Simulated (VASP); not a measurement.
Input:

```yaml
crystal:
  lattice:
    - [0.00000, 2.77982, 2.77982]
    - [2.77982, 0.00000, 2.77982]
    - [2.77982, 2.77982, 0.00000]
  atoms:
    - { symbol: Ti, position: [0.00000, 0.00000, 0.00000] }
    - { symbol: Te, position: [0.50000, 0.50000, 0.50000] }
```

Calculation: PBEsol GGA, VASP's PBE PAW potentials (set 64) (plane waves; VASP). Settings: 400 eV cut-off, Gaussian smearing of 0.050 eV, potentials Ti_sv Te.

Q: Give the energies of bands 6 to 12 at the high-symmetry points, in eV from the Fermi level.

A: 
```csv
band,Γ,X,U,L,W
6,-1.21,-6.11,-5.71,-7.10,-5.29
7,-1.21,-3.31,-5.35,-3.90,-5.29
8,-1.21,-3.31,-3.69,-3.90,-4.66
9,-0.81,-2.17,-0.80,0.41,0.19
10,-0.81,0.07,0.59,0.41,0.19
11,-0.81,0.81,0.88,0.70,0.48
12,-0.48,0.81,1.01,2.38,0.81
```

It has no gap at this level: it comes out as a metal or semimetal.

The structure was generated: TiTe was put into the rock salt type (Fm-3m), which need not be its known phase. It was relaxed first, which changed the volume by -36 %. VASP warned that the highest band is occupied, so more bands are needed.
